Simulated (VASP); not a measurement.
Method: optB86b-vdW, VASP's PBE PAW potentials (set 64) (plane waves; VASP 6.6.1).

VASP input:

INCAR:
```
! general
SYSTEM   = ZrB2
PREC     = Accurate
ENCUT    = 520
LREAL    = F   ! projection in real space or not
LASPH    = T   ! aspherical one-centre terms

! electronic loop
EDIFF    = 1E-6
NELM     = 100
ALGO     = Normal   ! blocked Davidson
LMAXMIX  = 4   ! l cut-off of mixed one-centre charges

! smearing
ISMEAR   = 1
SIGMA    = 0.1

! functional
GGA      = MK
LUSE_VDW = T
AGGAC    = 0.0
PARAM1   = 0.1234
PARAM2   = 1.0

! ions
IBRION   = 2   ! conjugate gradients
NSW      = 60   ! most ionic steps
ISIF     = 3
EDIFFG   = -0.02   ! ionic stop

! output
LWAVE    = F
LCHARG   = F
```

### KPOINTS
```
Automatic
0
G
 10 10 8
```

### POSCAR
```
ZrB2
1
    1.5773694155    -2.7320844332    -0.0000000000
    1.5773694155     2.7320844332     0.0000000000
   -0.0000000000    -0.0000000000     3.5119726415
Zr B
1 2
Direct
  0.0000000000   0.0000000000   0.0000000000
  0.3333330000   0.6666670000   0.5000000000
  0.6666670000   0.3333330000   0.5000000000
```

POTCAR, in this order: Zr_sv B (PBE.64 set). Program: vasp_std.

Problem. What will the output report for the number of irreducible k-points (NKPTS), largest plane-wave count, number of space-group operations, FFT grid (NGX, NGY, NGZ)?

Solution. 
The number of irreducible k-points (NKPTS) is 70 and the largest plane-wave count is 832. The number of space-group operations is 24 and the FFT grid (NGX, NGY, NGZ) comes out as 24 × 24 × 28.

The compound is ZrB2 in the AlB2 type structure. This run relaxes it. Symmetry was kept, so distortions that lower it aren't found.
